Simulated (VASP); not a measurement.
Here is the system:

```xyz
2
Lattice="3.8944 0.0000 0.0000 0.0000 3.8944 0.0000 0.0000 0.0000 3.8944" Properties=species:S:1:pos:R:3 pbc="T T T"
Tl     0.0000     0.0000     0.0000
Cl     1.9472     1.9472     1.9472
```

Calculation: AM05 GGA, VASP's PBE PAW potentials (set 64) (plane waves; VASP). Numerical set-up: 520 eV cut-off, 7×7×7 Γ-centred mesh, Gaussian smearing of 0.050 eV, potentials Tl_d Cl.

Task: Estimate the energy per atom (σ→0), pressure.

Result: 
| Item | Value |
|---|---|
| energy per atom (σ→0) | -2.983 eV/atom |
| pressure | -1.24 GPa |

Only differences to runs with the same potentials and settings are physical.

The compound is TlCl in the CsCl type structure. This cell is one point of a volume scan, at 1.06 of the reference volume.
